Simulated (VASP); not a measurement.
These are r2SCAN meta-GGA, VASP's PBE PAW potentials (set 64) (plane waves; VASP) values and carry that method's errors.

Input for VASP

**INCAR**
```
! general
SYSTEM  = NiC
PREC    = Accurate
ENCUT   = 520
LREAL   = F
LASPH   = T

! electronic loop
EDIFF   = 1E-6
NELM    = 100
ALGO    = Normal
LMAXMIX = 4
LMIXTAU = T

! smearing
ISMEAR  = 1
SIGMA   = 0.1

! functional
METAGGA = R2SCAN

! ions
IBRION  = 2
NSW     = 60
ISIF    = 3
EDIFFG  = -0.01

! output
LWAVE   = F
LCHARG  = F
```

File POSCAR:
```
NiC
1.0
  2.5121883080   0.0000000000   0.0000000000
  0.0000000000   2.5121883080   0.0000000000
  0.0000000000   0.0000000000   2.5121883080
Ni C
1 1
Cartesian
  2.5121883080   2.5121883080   2.5121883080
  1.2560941540   1.2560941540   1.2560941540
```

### KPOINTS
```
kpoints
0
gamma
13 13 13
0 0 0
```

POTCAR, in this order: Ni C (PBE.64 set). Program: vasp_std.

Question: What does the run give for the energy per atom (σ→0), volume per atom, band gap (on the k-mesh)?

Answer: 
```json
{
  "energy per atom (σ→0)": "-9.464 eV/atom",
  "band gap (on the k-mesh)": "none (metal, semimetal or under 0.01 eV)",
  "volume_per_atom": "7.92 Å³/atom"
}
```

OSZICAR:
```
...
   2 F= -.18928145E+02 E0= -.18928314E+02  d E =0.518840E-04
       N       E                     dE             d eps       ncg     rms          rms(c)
DAV:   1    -0.189285457705E+02   -0.40100E-03   -0.42279E-03  2032   0.132E+00    0.177E-01
DAV:   2    -0.189290615463E+02   -0.51578E-03   -0.10340E-02  2113   0.190E+00    0.259E-01
DAV:   3    -0.189282009657E+02    0.86058E-03   -0.43925E-03  2257   0.121E+00    0.335E-02
DAV:   4    -0.189281901159E+02    0.10850E-04   -0.27367E-05  1925   0.658E-02    0.106E-02
DAV:   5    -0.189281893127E+02    0.80316E-06   -0.59088E-06  1994   0.417E-02
   3 F= -.18928189E+02 E0= -.18928343E+02  d E =0.723901E-05
```

The structure was generated: NiC was put into the CsCl type type (Pm-3m), which need not be its known phase. This run relaxes it. Symmetry was kept, so distortions that lower it aren't found. The start is the result of an earlier pass. The run is not spin-polarised, so no magnetic state was tried.
